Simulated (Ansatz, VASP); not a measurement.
## One calculation of CsNa4Mg3, two programs

```
Cs Na Mg
1.0
     5.39746    0.00000    0.00000
     0.00000    3.67274    0.00000
     0.00000    0.00000   14.60349
Cs Na Mg
1 4 3
Direct
  0.50000 0.50000 0.50000
  0.00000 0.50000 0.10484
  0.00000 0.50000 0.89516
  0.50000 0.50000 0.22292
  0.50000 0.50000 0.77708
  0.50000 0.00000 0.00000
  0.00000 0.00000 0.30701
  0.00000 0.00000 0.69299
```

Change from the starting cell: species swapped into the AlCr3B4 type (Pmmm, No. 47).

Alike in both runs: functional PBE; k mesh 4 × 4 × 2; occupations gaussian, width 0.2 eV; no spin polarisation.

Ansatz relaxed the structure, and its values are those at the end. VASP's run is a single point on that final structure, the one shown.

```csv
,VASP,Ansatz
version,VASP 6.6.1,Ansatz 0.2.0
potentials or method,"VASP PAW PBE potentials, release 64 (Cs_sv, Na_pv, Mg)","scalar-relativistic, plane waves, PAW"
plane-wave cutoff (eV),520,420
valence electrons in the cell,43,75
```

|  | VASP | Ansatz | Ansatz less VASP |
| --- | --- | --- | --- |
| gap on the k mesh at the Fermi level (eV) | none | none | - |
| pressure (GPa) | 0.1 | 0.1 | 0.00 |
| rms of the force components (eV/Å) | 0.007 | 0.007 | -0.0001 |

A gap of «none» marks a metal or a gap that the smearing closes. With one functional, cell and mesh, what is left measures potentials, basis and numerics. The two sets of potentials don't hold the same shells in valence.

Caveats: the k mesh is coarse (spacing up to 0.43 Å⁻¹), so the values aren't converged. Spin-orbit coupling is left out, which matters for the levels of Cs.
